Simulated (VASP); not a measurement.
Input:

```yaml
crystal:
  lattice:
    - [4.45100, 0.00000, 0.00000]
    - [-2.22550, 3.85468, 0.00000]
    - [0.00000, 0.00000, 10.86800]
  atoms:
    - { symbol: Ge, position: [0.00000, 0.00000, 0.50000] }
    - { symbol: I, position: [0.33333, 0.66667, 0.84441] }
    - { symbol: I, position: [0.66667, 0.33333, 0.15559] }
    - { symbol: La, position: [0.33333, 0.66667, 0.34534] }
    - { symbol: La, position: [0.66667, 0.33333, 0.65466] }
```

All values below come from PBEsol GGA, VASP's PBE PAW potentials (set 64) (plane waves; VASP). Run with 300 eV cut-off, 6×6×3 Γ-centred mesh, Fermi-Dirac smearing of 0.10 eV, potentials Ge_d I La.

Unless said otherwise, spin-orbit coupling is left out, though it shifts the bands of the heavy elements here.

Task: Give the energies of bands 16 to 29 at the high-symmetry points, in eV from the valence-band maximum.

Result: 
```json
[
 {"band": "16", "Γ": "-6.87", "M": "-6.51", "K": "-6.47", "A": "-6.85", "L": "-6.51", "H": "-6.47"},
 {"band": "17", "Γ": "-3.48", "M": "-3.75", "K": "-3.49", "A": "-3.85", "L": "-3.92", "H": "-3.49"},
 {"band": "18", "Γ": "-3.06", "M": "-3.72", "K": "-3.35", "A": "-2.43", "L": "-3.63", "H": "-3.34"},
 {"band": "19", "Γ": "-2.30", "M": "-3.06", "K": "-3.35", "A": "-2.38", "L": "-2.83", "H": "-3.34"},
 {"band": "20", "Γ": "-2.30", "M": "-2.69", "K": "-3.15", "A": "-2.38", "L": "-2.63", "H": "-3.15"},
 {"band": "21", "Γ": "-2.26", "M": "-2.53", "K": "-2.59", "A": "-2.17", "L": "-2.58", "H": "-2.59"},
 {"band": "22", "Γ": "-2.26", "M": "-2.37", "K": "-2.59", "A": "-2.17", "L": "-2.44", "H": "-2.59"},
 {"band": "23", "Γ": "-0.50", "M": "-0.93", "K": "-0.78", "A": "-0.95", "L": "-1.11", "H": "-0.79"},
 {"band": "24", "Γ": "0.00", "M": "-0.28", "K": "-0.78", "A": "-0.03", "L": "-0.33", "H": "-0.79"},
 {"band": "25", "Γ": "0.00", "M": "-0.03", "K": "-0.33", "A": "-0.03", "L": "0.00", "H": "-0.33"},
 {"band": "26", "Γ": "1.69", "M": "0.26", "K": "1.76", "A": "1.66", "L": "0.40", "H": "1.83"},
 {"band": "27", "Γ": "1.72", "M": "2.04", "K": "1.87", "A": "1.74", "L": "1.91", "H": "1.94"},
 {"band": "28", "Γ": "1.72", "M": "2.17", "K": "1.87", "A": "1.74", "L": "2.15", "H": "1.94"},
 {"band": "29", "Γ": "1.94", "M": "2.30", "K": "2.33", "A": "2.00", "L": "2.31", "H": "2.28"}
]
```

The gap is indirect, 0.26 eV, from the valence maximum at Γ to the conduction minimum at M.

The structure comes from a measured La2GeI2 entry of the Crystallography Open Database, whose conditions weren't checked. The cell was not relaxed at this level.
